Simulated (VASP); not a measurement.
Consider the following.

```
SnTe
1.0
    0.00000     3.16000     3.16000
    3.16000     0.00000     3.16000
    3.16000     3.16000     0.00000
Sn Te
1 1
Cartesian
  0.00000   0.00000   0.00000
  3.16000   3.16000   3.16000
```

These are RPBE GGA, VASP's PBE PAW potentials (set 64) (plane waves; VASP) values and carry that method's errors. Run with 520 eV cut-off, 7×7×7 Γ-centred mesh, Gaussian smearing of 0.050 eV, potentials Sn_d Te.

Energy and stress use the plane-wave basis of the starting cell.

### Question
The ions, cell shape and volume are relaxed. Give the cell that the relaxation ends in.

### Answer

```
SnTe
1.0
    0.00000     3.23993     3.23993
    3.23993     0.00000     3.23993
    3.23993     3.23993     0.00000
Sn Te
1 1
Cartesian
  0.00000   0.00000   0.00000
  3.23993   3.23993   3.23993
```
Space group Fm-3m (225), at a tolerance of 0.03 Å.

### Question
How do energy and volume change from the first to the last step?

### Answer
The energy (σ→0) changes by -22.9 meV/atom and the volume by +7.8 %, in 3 ionic steps.

The compound is SnTe in the rock salt structure, which distorts at low temperature. This run relaxes it. Symmetry was kept, so distortions that lower it aren't found.
